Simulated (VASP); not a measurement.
A convergence study with VASP on LiH (rock salt): one setting is varied, all else stays as given below, so the limit is that of these other settings.

```yaml
crystal:
  lattice:
    - [0.00000, 2.04000, 2.04000]
    - [2.04000, 0.00000, 2.04000]
    - [2.04000, 2.04000, 0.00000]
  atoms:
    - { symbol: Li, position: [0.00000, 0.00000, 0.00000] }
    - { symbol: H, position: [0.50000, 0.50000, 0.50000] }
```

The numbers are results of PBE GGA, VASP's PBE PAW potentials (set 64) (plane waves; VASP), not measurements. The tightest run used: 700 eV cut-off, 9×9×9 Γ-centred mesh, Gaussian smearing of 0.010 eV, potentials Li_sv H.

**Question.** The settings run are ENCUT = 300; ENCUT = 400; ENCUT = 500; ENCUT = 600; ENCUT = 700. From which on does the highest Γ mode stay within 5 cm⁻¹ of the tightest run?

**Answer.** From ENCUT = 500 on: it is off by 1.5 there and by no more than 5 in any finer run, while ENCUT = 400 is off by 19.4.
| setting | mean ε∞ | highest Γ mode (cm⁻¹) | plane waves | difference judged (cm⁻¹) |
|---|---|---|---|---|
| ENCUT = 300 | 4.26 | 694.0 | 206 | 162.9 |
| ENCUT = 400 | 4.30 | 550.5 | 331 | 19.4 |
| ENCUT = 500 | 4.32 | 529.6 | 440 | 1.5 |
| ENCUT = 600 | 4.32 | 531.2 | 576 | 0.1 |
| ENCUT = 700 | 4.33 | 531.1 | 725 | 0.0 |

Left out are rungs that failed or repeat a setting and relaxations that didn't move; long series are thinned to 24 rows.

The compound is LiH in the rock salt structure. The cell was not relaxed at this level.
